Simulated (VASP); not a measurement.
Data:

```xyz
2
Lattice="0.0000 2.8200 2.8200 2.8200 0.0000 2.8200 2.8200 2.8200 0.0000" Properties=species:S:1:pos:R:3 pbc="T T T"
Na     0.0000     0.0000     0.0000
Cl     2.8200     2.8200     2.8200
```

Computed with PBE GGA, VASP's PBE PAW potentials (set 64) (plane waves; VASP). Run with 300 eV cut-off, 10×10×10 Γ-centred mesh, Fermi-Dirac smearing of 0.020 eV, potentials Na_pv Cl.

Give the energies of bands 5 to 10 at the high-symmetry points, in eV from the valence-band maximum.

| band | Γ | X | U | L | W |
|---|---|---|---|---|---|
| 5 | 0.00 | -1.66 | -1.40 | -1.92 | -1.19 |
| 6 | 0.00 | -0.59 | -1.11 | -0.26 | -1.19 |
| 7 | 0.00 | -0.59 | -0.49 | -0.26 | -0.75 |
| 8 | 5.10 | 7.54 | 8.24 | 7.27 | 8.83 |
| 9 | 11.13 | 8.08 | 9.04 | 10.62 | 9.71 |
| 10 | 11.13 | 11.32 | 10.56 | 10.98 | 9.71 |

The gap is direct, 5.10 eV, from the valence maximum at Γ to the conduction minimum at Γ.

The structure is a typed NaCl crystal (Fm-3m). The cell was not relaxed at this level.
